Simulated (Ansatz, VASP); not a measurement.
# FeCu: VASP beside Ansatz

File INCAR:

```
SYSTEM = FeCu
PREC = Accurate
ENCUT = 520
EDIFF = 1E-7
ISMEAR = -1
SIGMA = 0.05
LREAL = .False.
LASPH = .True.
NELM = 150
ALGO = Fast
ISIF = 2
LWAVE = .False.
LCHARG = .True.
ISPIN = 2
MAGMOM = 3 0.6
LORBIT = 11
LMAXMIX = 4
GGA = PE
LELF = .True.
LVHAR = .True.
NBANDS = 20
```

KPOINTS

```
Automatic mesh
0
Gamma
  11 11 11
  0 0 0
```

The input POSCAR:

```
FeCu
1.0
    0.0000000000      2.2122106379      2.2122106379
    2.2122106379      0.0000000000      2.2122106379
    2.2122106379      2.2122106379      0.0000000000
Fe Cu
1 1
Direct
    0.5000000000      0.5000000000      0.5000000000
    0.0000000000      0.0000000000      0.0000000000
```

File input.yaml:

```yaml
crystal:
  lattice:
    - [0.0, 2.2122106379, 2.2122106379]
    - [2.2122106379, 0.0, 2.2122106379]
    - [2.2122106379, 2.2122106379, 0.0]
  atoms:
    - { symbol: Fe, position: [0.5, 0.5, 0.5], spin: 3.0 }
    - { symbol: Cu, position: [0.0, 0.0, 0.0], spin: 0.6 }
kpoints:
  mp_grid: { grid: [11, 11, 11] }
scf:
  occupations: { method: fermi_dirac, width: 0.05 }
hamiltonian:
  xc: pbe
  pseudopotentials: { kind: all_electron, lapw: { basis_error: 0.0005 } }
magnetization:
  spin_polarized: true
output:
  forces: true
  stress: true
  eigenvalues: true
```

Change from the starting cell: volume scaled by 1.06.

Alike in both runs: task single point; functional PBE; k mesh 11 × 11 × 11; occupations fermi-dirac, width 0.05 eV; collinear spin.

```csv
,VASP,Ansatz
version,VASP 6.6.1,Ansatz 0.2.0
potentials or method,"VASP PAW PBE potentials, release 64 (Fe, Cu)","all-electron LAPW, scalar-relativistic"
plane-wave cutoff (eV),520,see its input
```

Ansatz gave:

* gap on the k mesh at the Fermi level (eV): none
* pressure (GPa): 55.5
* net moment per atom (μB): 1.40
* size of the moment on the site where the two differ most (μB): 0.24

Task: Estimate VASP's values.

Result: gap on the k mesh at the Fermi level (eV): none; pressure (GPa): 55.0; net moment per atom (μB): 1.40; size of the moment on the site where the two differ most (μB): 0.20.

Site moments also hang on the region over which each program counts them. A gap of «none» marks a metal or a gap that the smearing closes. Ansatz ran all-electron here, so the differences hold the error of VASP's frozen core and of both bases.

Caveats: so large a pressure means that the cell lies far from this level's equilibrium, or that cutoff or potentials fall short (VASP).
